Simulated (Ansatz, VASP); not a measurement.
This is a calculation of ZnBr for Ansatz 0.2.0.

File input.yaml:

```yaml
crystal:
  lattice:
    - [4.91863, 0.0, 0.0]
    - [-2.45932, 4.25966, 0.0]
    - [0.0, 0.0, 4.98648]
  atoms:
    - { symbol: Zn, position: [0.0, 0.0, 0.5] }
    - { symbol: Br, position: [0.0, 0.0, 0.0] }
hamiltonian:
  xc: { exchange: pbe, correlation: pbe, exx: { coeff: 0.25, omega: 0.4 } }
  pseudopotentials: { kind: paw }
kpoints:
  mp_grid: { grid: [3, 3, 3] }
scf:
  occupations: { method: fermi_dirac, width: 0.05 }
output:
  forces: true
  stress: true
  eigenvalues: true
```

Potentials or basis: Ansatz PAW.

Command:

```console
$ ansatz run input.yaml --threads 1 --pin off --max-ram 3584MiB --backend cpu --events-out ev --progress --plain --runs-dir out
```

**Question.** Translate it to VASP 6.6.1. Potentials there: VASP PAW PBE potentials, release 64 (Zn, Br).

**Answer.** As run (the cutoff follows the program's own potentials):

Contents of POSCAR:

```
ZnBr
1.0
    4.9186300000      0.0000000000      0.0000000000
   -2.4593200000      4.2596600000      0.0000000000
    0.0000000000      0.0000000000      4.9864800000
Zn Br
1 1
Direct
    0.0000000000      0.0000000000      0.5000000000
    0.0000000000      0.0000000000      0.0000000000
```

The input INCAR.step1:

```
PREC = Accurate
ENCUT = 520
EDIFF = 1E-5
ISMEAR = -1
SIGMA = 0.05
LREAL = False
LASPH = True
NELM = 100
ALGO = Normal
ISIF = 2
LWAVE = True
LCHARG = False
GGA = PE
```

Contents of INCAR.step2:

```
PREC = Accurate
ENCUT = 520
EDIFF = 1E-7
ISMEAR = -1
SIGMA = 0.05
LREAL = False
LASPH = True
NELM = 100
ALGO = Normal
ISIF = 2
LWAVE = False
LCHARG = False
GGA = PE
LHFCALC = True
HFSCREEN = 0.4
AEXX = 0.25
PRECFOCK = Fast
ISTART = 1
```

File KPOINTS:

```
regular mesh
0
Gamma
  3 3 3
```

Potentials or basis: VASP PAW PBE potentials, release 64 (Zn, Br).

Launch:

```console
$ cat potpaw_PBE.64/Zn/POTCAR potpaw_PBE.64/Br/POTCAR > POTCAR
$ cp INCAR.step1 INCAR
$ mpirun -np 1 vasp_std > vasp.out
$ cp INCAR.step2 INCAR
$ mpirun -np 1 vasp_std > vasp.out
```

Both were run:

|  | VASP | Ansatz | Ansatz less VASP |
| --- | --- | --- | --- |
| gap on the k mesh at the Fermi level (eV) | none | none | - |
| pressure (GPa) | 0.0 | 0.0 | -0.02 |
| largest component of the traceless stress (GPa) | 0.46 | 0.43 | -0.031 |

A gap of «none» marks a metal or a gap that the smearing closes. With one functional, cell and mesh, what is left measures potentials, basis and numerics.

Caveats: the k mesh is coarse (spacing up to 0.49 Å⁻¹), so the values aren't converged, least of all with exact exchange; an odd number of electrons without spin polarisation forces a metal; a magnetic or distorted state may lie lower; the PAW data sets were made with another functional, which shifts forces and pressure a little (VASP); the PAW data sets come from PBE, with cores solved anew for the run's functional, which leaves a small shift of forces and pressure (Ansatz); the thresholds are loose for stress (Ansatz).
